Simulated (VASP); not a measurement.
The system is YSc3.

```
Y Sc
1.0
     1.70715   -2.41387    0.00000
     1.70715    2.41387    0.00000
     0.00000    0.00000   10.30217
Y Sc
1 3
Direct
  0.50000 0.50000 0.50000
  0.00000 0.00000 0.00000
  0.00000 0.50000 0.74922
  0.50000 0.00000 0.25078
```

The cell was built by a generator and needn't be a form met in nature.

| Item | Value |
| --- | --- |
| Program | VASP 6.6.1 |
| Task | relaxation of cell and atoms |
| Functional | PBE |
| Potentials or basis | VASP PAW PBE potentials, release 64 (Y_sv, Sc_sv) |
| Cutoff | 600 eV |
| k mesh | 10 × 10 × 3 |
| Occupations | methfessel-paxton, width 0.1 eV |
| Spin | no spin polarisation |

At the start: pressure 15.1 GPa; volume 21.23 Å³/atom.

Task: Where does the relaxation end?

Result: Over 15 steps the energy falls by 397.1 meV/atom and the volume is 26.43 Å³/atom (+24.5 %); space group C222 (No. 21, to 0.05 Å).

The path:
| step | energy change (eV) | largest force (eV/Å) | pressure (GPa) | volume (Å³) |
| --- | --- | --- | --- | --- |
| 1 | 0.0000 | 0.4032 | 15.08 | 84.91 |
| 2 | -1.1859 | 0.2239 | -1.59 | 111.73 |
| 3 | -1.1870 | 0.2258 | -1.30 | 110.93 |
| 4 | -1.4025 | 0.2073 | -1.28 | 110.07 |
| 5 | -1.5334 | 0.1870 | -1.03 | 108.70 |
| 6 | -1.5452 | 0.1873 | -0.82 | 108.03 |
| 7 | -1.5698 | 0.1867 | 0.29 | 105.17 |
| 8 | -1.5715 | 0.1810 | 0.75 | 104.19 |
| 9 | -1.5817 | 0.1354 | 0.25 | 105.19 |
| 10 | -1.5820 | 0.1229 | 0.14 | 105.41 |
| 11 | -1.5858 | 0.0868 | -0.15 | 106.05 |
| 12 | -1.5866 | 0.0627 | -0.31 | 106.45 |
| 13 | -1.5882 | 0.0205 | 0.12 | 105.53 |
| 14 | -1.5882 | 0.0262 | 0.06 | 105.65 |
| 15 | -1.5886 | 0.0125 | 0.04 | 105.73 |

Final structure:
```xyz
4
Lattice="1.6017 -3.0249 0.0000 1.6017 3.0249 0.0000 0.0000 0.0000 10.9116" Properties=species:S:1:pos:R:3 pbc="T T T"
Y     1.6017    0.0000    5.4558
Sc    0.0000    0.0000    0.0000
Sc    0.8008    1.5124    8.3003
Sc    0.8008   -1.5124    2.6113
```

Caveat: the volume moved by over 15 % at a fixed basis, so the end points are rough.
